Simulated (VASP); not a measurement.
Calculation: PBEsol GGA with spin-orbit coupling, VASP's PBE PAW potentials (set 64) (plane waves; VASP).

VASP ran on this input.

**KPOINTS**
```
Automatic mesh
0
Gamma
14 14 9
0 0 0
```

**POSCAR**
```
VSi
1
    2.7610495867     0.0000000000     0.0000000000
   -1.3805247934     2.3911390540     0.0000000000
    0.0000000000    -0.0000000000     3.8800851468
V Si
1 1
Direct
  0.0000000000   0.0000000000   0.0000000000
  0.6666670000   0.3333330000   0.5000000000
```

### KPOINTS_OPT
```
k-points along high-symmetry lines
5
Line-mode
Reciprocal
  0.000000   0.000000   0.000000 ! GAMMA
  0.500000   0.000000   0.000000 ! M

  0.500000   0.000000   0.000000 ! M
  0.333333   0.333333   0.000000 ! K

  0.333333   0.333333   0.000000 ! K
  0.000000   0.000000   0.000000 ! GAMMA

  0.000000   0.000000   0.000000 ! GAMMA
  0.000000   0.000000   0.500000 ! A

  0.000000   0.000000   0.500000 ! A
  0.500000   0.000000   0.500000 ! L

  0.500000   0.000000   0.500000 ! L
  0.333333   0.333333   0.500000 ! H

  0.333333   0.333333   0.500000 ! H
  0.000000   0.000000   0.500000 ! A

  0.500000   0.000000   0.500000 ! L
  0.500000   0.000000   0.000000 ! M

  0.333333   0.333333   0.500000 ! H
  0.333333   0.333333   0.000000 ! K
```

### INCAR
```
ALGO = Normal
EDIFF = 1E-6
ENCUT = 400
GGA = PS
GGA_COMPAT = F
ISMEAR = 0
LASPH = T
LCHARG = F
LMAXMIX = 4
LREAL = F
LSORBIT = T
LWAVE = F
MAGMOM = 6*0
NELM = 100
PREC = Accurate
SIGMA = 0.05
SYSTEM = VSi
```

POTCAR, in this order: V_sv Si (PBE.64 set). Program: vasp_ncl.

The run wrote:

**OSZICAR**
```
       N       E                     dE             d eps       ncg     rms          rms(c)
DAV:   1     0.148576743307E+03    0.14858E+03   -0.79703E+03 10000   0.123E+03
DAV:   2    -0.117553437900E+02   -0.16033E+03   -0.15582E+03  9888   0.413E+02
DAV:   3    -0.182614333508E+02   -0.65061E+01   -0.62694E+01 12576   0.844E+01
DAV:   4    -0.183570801220E+02   -0.95647E-01   -0.95528E-01 10440   0.105E+01
DAV:   5    -0.183586395406E+02   -0.15594E-02   -0.15592E-02 12096   0.135E+00    0.229E+01
DAV:   6    -0.169543312401E+02    0.14043E+01   -0.21385E+01 11320   0.531E+01    0.595E+00
DAV:   7    -0.162901176185E+02    0.66421E+00   -0.47307E+00 11120   0.261E+01    0.525E+00
DAV:   8    -0.162200529493E+02    0.70065E-01   -0.43503E-01 10528   0.709E+00    0.482E-01
DAV:   9    -0.162193745731E+02    0.67838E-03   -0.99818E-03 11152   0.123E+00    0.296E-01
DAV:  10    -0.162188661729E+02    0.50840E-03   -0.83225E-04 11944   0.434E-01    0.126E-01
DAV:  11    -0.162188595904E+02    0.65825E-05   -0.39962E-05 11864   0.698E-02    0.583E-02
DAV:  12    -0.162188589765E+02    0.61385E-06   -0.59124E-06 10128   0.249E-02
   1 F= -.16218859E+02 E0= -.16217584E+02  d E =-.255086E-02  mag=    -0.0000    -0.0000    -0.0000
       N       E                     dE             ncg
```

OUTCAR:
```
------------------------ aborting loop because EDIFF is reached ----------------------------------------
  FORCE on cell =-STRESS in cart. coord.  units (eV):
  Direction    XX          YY          ZZ          XY          YZ          ZX
  --------------------------------------------------------------------------------------
  Total        0.0061343      0.0061343      0.0005572     -0.0000000      0.0000000      0.0000000
  in kB        0.3836663      0.3836663      0.0348505     -0.0000000      0.0000000      0.0000000
  external PRESSURE =       0.2673944 kB  Pullay stress =       0.0000000 kB
  volume of cell :       25.62
      direct lattice vectors                 reciprocal lattice vectors
     2.761049587  0.000000000  0.000000000     0.362181109  0.209105363  0.000000000
    -1.380524793  2.391139054  0.000000000     0.000000000  0.418210726  0.000000000
     0.000000000  0.000000000  3.880085147     0.000000000  0.000000000  0.257726303
 POSITION                                       TOTAL-FORCE (eV/Angst)
 -----------------------------------------------------------------------------------
      0.00000      0.00000      0.00000         0.000000      0.000000      0.000000
      1.38053      0.79705      1.94004        -0.000000     -0.000000      0.000000
 -----------------------------------------------------------------------------------
    total drift:                               -0.000020      0.000012     -0.000000
  FREE ENERGIE OF THE ION-ELECTRON SYSTEM (eV)
  ---------------------------------------------------
  free  energy   TOTEN  =       -16.2188589765 eV

  energy  without entropy=      -16.2163081211  energy(sigma->0) =      -16.21758355

 Ion:    1  E_soc:     -0.0178371

 Ion:    2  E_soc:     -0.0003814
```
(Selected blocks of OUTCAR.)

The structure was generated: VSi was put into the WC type (P-6m2), which need not be its known phase. It was relaxed first, which changed the volume by -15 %.
